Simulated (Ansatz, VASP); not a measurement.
**NbAgC3: VASP beside Ansatz**

Contents of INCAR:

```
SYSTEM = NbAgC3
PREC = Accurate ; ENCUT = 600
EDIFF = 1E-6 ; ISMEAR = 0
SIGMA = 0.1 ; LREAL = .False.
LASPH = .True. ; NELM = 60
ALGO = Normal ; ISIF = 3
LWAVE = .False. ; LCHARG = .False.
GGA = PE ; IBRION = 2
NSW = 90 ; EDIFFG = -0.04
```

KPOINTS

```
regular mesh
0
Gamma
  4 4 4
  0 0 0
```

The input POSCAR:

```
NbAgC3
1.0
    4.3938485700      0.0000000000      0.0000000000
    0.0000000000      4.3938485700      0.0000000000
    0.0000000000      0.0000000000      4.3938485700
Nb Ag C
1 1 3
Direct
    0.0000000000      0.0000000000      0.0000000000
    0.5000000000      0.5000000000      0.5000000000
    0.5000000000      0.5000000000      0.0000000000
    0.5000000000      0.0000000000      0.5000000000
    0.0000000000      0.5000000000      0.5000000000
```

Input for Ansatz:

```yaml
crystal:
  lattice:
    - [4.39384857, 0.0, 0.0]
    - [0.0, 4.39384857, 0.0]
    - [0.0, 0.0, 4.39384857]
  atoms:
    - { symbol: Nb, position: [0.0, 0.0, 0.0] }
    - { symbol: Ag, position: [0.5, 0.5, 0.5] }
    - { symbol: C, position: [0.5, 0.5, 0.0] }
    - { symbol: C, position: [0.5, 0.0, 0.5] }
    - { symbol: C, position: [0.0, 0.5, 0.5] }
basis:
  ecutwfc: 420
kpoints:
  mp_grid: { grid: [4, 4, 4] }
hamiltonian:
  xc: pbe
scf:
  occupations: { method: gaussian, width: 0.1 }
  lower_state_search: "off"
output:
  forces: true
  stress: true
  eigenvalues: true
relax:
  adjacent_minimum: "off"
  f_tol: 0.04
  max_steps: 70
  cell: { stress_tol: 0.4 }
```

Change from the starting cell: species swapped into the CsPbBr3 type (Pm-3m, No. 221).

Alike in both runs: task relaxation of cell and atoms; functional PBE; k mesh 4 × 4 × 4; occupations gaussian, width 0.1 eV; no spin polarisation.

|  | VASP | Ansatz |
| --- | --- | --- |
| version | VASP 6.6.1 | Ansatz 0.2.0 |
| potentials or method | VASP PAW PBE potentials, release 64 (Nb_sv, Ag, C) | scalar-relativistic, plane waves, PAW |
| plane-wave cutoff (eV) | 600 | 420 |
| valence electrons in the cell | 36 | 44 |

|  | VASP | Ansatz | Ansatz less VASP |
| --- | --- | --- | --- |
| gap on the k mesh at the Fermi level, each at its own relaxed structure (eV) | none | none | - |
| relaxed volume (Å³/atom) | 12.61 | 12.63 | +0.019 |
| relaxed cell length with the largest relative difference (Å) | 3.980 | 3.982 | +0.0020 |
| energy change over the relaxation (meV/atom) | -383 | -380 | +2.6 |

A gap of «none» marks a metal or a gap that the smearing closes. The two sets of potentials don't hold the same shells in valence.

Caveats: the volume moved by over 15 % at a fixed basis, so the end points are rough (VASP).
